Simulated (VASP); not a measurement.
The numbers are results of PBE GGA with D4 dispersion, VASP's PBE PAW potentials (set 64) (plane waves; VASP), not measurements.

A VASP calculation is set up with these files.

INCAR:
```
! general
SYSTEM  = Pt3Ti
PREC    = Accurate
ENCUT   = 520   ! plane-wave cut-off (eV)
LREAL   = .False.
LASPH   = .True.   ! aspherical one-centre terms

! electronic loop
EDIFF   = 1E-7   ! SCF stop (eV)
NELM    = 100   ! most electronic steps
ALGO    = Normal
LMAXMIX = 6   ! l cut-off of mixed one-centre charges

! smearing
ISMEAR  = 1   ! Methfessel-Paxton
SIGMA   = 0.1

! functional
GGA     = PE
IVDW    = 13   ! D4

! ions
ISIF    = 2   ! forces and stress, cell fixed

! output
LWAVE   = .False.
LCHARG  = .False.
```

### POSCAR
```
Pt3Ti
3.989390
  0.9999999746   0.0000000000   0.0000000000
  0.0000000000   0.9999999746   0.0000000000
  0.0000000000   0.0000000000   0.9999999746
Ti Pt
1 3
direct
  0.0000000000   0.0000000000   0.0000000000
  0.0000000000   0.5000000000   0.5000000000
  0.5000000000   0.0000000000   0.5000000000
  0.5000000000   0.5000000000   0.0000000000
```

**KPOINTS**
```
Automatic mesh
0
Gamma
8 8 8
0 0 0
```

POTCAR, in this order: Ti_sv Pt (PBE.64 set). Program: vasp_std.

Unless said otherwise, spin-orbit coupling is left out, though it shifts the bands of the heavy elements here.

**Question.** Estimate the energy per atom (σ→0), dispersion energy, pressure, band gap (on the k-mesh).

**Answer.** 
* **energy per atom (σ→0)**: -7.970 eV/atom
* **dispersion energy**: -2.374 eV
* **band gap (on the k-mesh)**: none (metal, semimetal or under 0.01 eV)
* **pressure**: -12.73 GPa

### OSZICAR
```
...
DAV:  12    -0.295057361262E+02    0.20518E-02   -0.16317E-02  2652   0.726E-01    0.108E-01
DAV:  13    -0.295056626397E+02    0.73487E-04   -0.31343E-04  2289   0.122E-01    0.484E-02
DAV:  14    -0.295056590314E+02    0.36083E-05   -0.23587E-05  2355   0.321E-02    0.387E-02
DAV:  15    -0.295056466581E+02    0.12373E-04   -0.82525E-05  2560   0.550E-02    0.556E-03
DAV:  16    -0.295056471228E+02   -0.46476E-06   -0.11831E-06  2108   0.768E-03    0.434E-03
DAV:  17    -0.295056470225E+02    0.10032E-06   -0.63859E-07  1954   0.588E-03    0.198E-03
DAV:  18    -0.295056470046E+02    0.17938E-07   -0.43881E-08   965   0.178E-03
   1 F= -.31879834E+02 E0= -.31879971E+02  d E =0.412525E-03
```

The compound is Pt3Ti in the L1_2 structure. This cell is one point of a volume scan, at 1.06 of the reference volume.
